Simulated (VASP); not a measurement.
```
CELL_PARAMETERS angstrom
      0.00016     4.62066     4.62187
      4.62066     0.00016     4.62187
      2.31041     2.31041     0.00000
ATOMIC_POSITIONS crystal
  Zr 0.00000 0.00000 0.00000
  C  0.25120 0.25120 0.49760
  C  0.25241 0.74759 0.50000
  C  0.74759 0.25241 0.50000
  C  0.74880 0.74880 0.50240
  Hf 0.00000 0.50000 0.00000
  Hf 0.50000 0.00000 0.00000
  Hf 0.50000 0.50000 0.00000
```

Calculation: PBEsol GGA, VASP's PBE PAW potentials (set 64) (plane waves; VASP). Numerical set-up: 520 eV cut-off, 5×5×10 Γ-centred mesh, first-order Methfessel-Paxton smearing of 0.10 eV, potentials Zr_sv C Hf_pv.

Unless said otherwise, spin-orbit coupling is left out, though it shifts the bands of the heavy elements here.

Question: What does the run give for the energy per atom (σ→0), band gap (on the k-mesh) with the smallest direct gap where there is one?

Answer: 
band gap (on the k-mesh): none (metal, semimetal or under 0.01 eV)
energy per atom (σ→0): -10.891 eV/atom

Only differences to runs with the same potentials and settings are physical.

The structure was generated: Hf3ZrC4 was put into an ordered model structure (Cmmm), which need not be its known phase. It was relaxed first. The start is the result of an earlier pass.
